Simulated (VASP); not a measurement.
HfO2:

```
Hf O
1.0
     0.00000    2.55750    2.55750
     2.55750    0.00000    2.55750
     2.55750    2.55750    0.00000
Hf O
1 2
Direct
  0.00000 0.00000 0.00000
  0.75000 0.75000 0.75000
  0.25000 0.25000 0.25000
```

Measurements of this composition are mostly on another form, of space group No. 14.

Base run:

| Item | Value |
| --- | --- |
| Program | VASP 6.6.1 |
| Functional | r2SCAN |
| Potentials or basis | VASP PAW PBE potentials, release 64 (Hf_pv, O) |
| Cutoff | 520 eV |
| k mesh | 8 × 8 × 8 |
| Occupations | gaussian, width 0.02 eV |
| Spin | no spin polarisation |

Its results: band gap on the k mesh 4.21 eV, direct; pressure -12.1 GPa.

Task: The run is repeated on the same cell with these changes: functional from r2SCAN to PBE; k mesh from 8 × 8 × 8 to 3 × 3 × 3. What comes out?

Result: Band gap on the k mesh 4.40 eV, direct; pressure -6.0 GPa.

Several settings changed at once, so the effect can't be laid on one alone.

Caveats: some runs use coarse meshes; spin-orbit coupling is left out, which moves the levels of the heavy elements; the PAW data sets were made with another functional, which shifts forces and pressure a little (some runs); an odd mesh through Γ misses points on the zone boundary, where band edges often lie (some runs).

Not every run made on this cell is shown here.
